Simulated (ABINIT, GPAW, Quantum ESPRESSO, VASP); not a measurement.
**One structure in several programs: TiZn (Pm-3m, 2 atoms in the cell)**

Self-consistent single point.

```
TiZn
1.0
    3.12375     0.00000     0.00000
    0.00000     3.12375     0.00000
    0.00000     0.00000     3.12375
Ti Zn
1 1
Direct
  0.50000   0.50000   0.50000
  0.00000   0.00000   0.00000
```

Shared settings, as Quantum ESPRESSO writes them: occupations = smearing; smearing = fd; degauss = 0.0073499 Ry; K_POINTS = automatic 7 7 7 0 0 0. Potentials and cutoffs stand in the table.

```
code                                                                      model  pressure (GPa)  cutoff
----------------  -------------------------------------------------------------  --------------  ------
ABINIT                                       LDA (PW92), PAW (JTH v2.0 LDA PAW)           -6.94   30 Ha
Quantum ESPRESSO            LDA (PZ), GBRV 1.5 ultrasoft (LDA) pseudopotentials           -7.39   50 Ry
GPAW              LDA (Perdew-Wang 92), GPAW PAW datasets LDA (gpaw-data 1.0.1)           -7.05  850 eV
VASP                               LDA (PZ), VASP's LDA PAW potentials (set 64)           -6.94  300 eV
```

On ABINIT's run: spin polarisation is off.

The spread over the programs that give each value: pressure within 0.45 GPa.

The same LDA comes in different parametrisations, which differ slightly.

VASP's run is marked for a possible Pulay error in its stress at this cutoff; no cutoff test was made.

The starting cell comes from a database of computed structures (which also holds hypothetical and non-ambient phases and stackings), without a prior relaxation at this level.

Left out of this page: Ansatz, CP2K, Elk, FLEUR and SIESTA (not drawn, or without a comparable value).
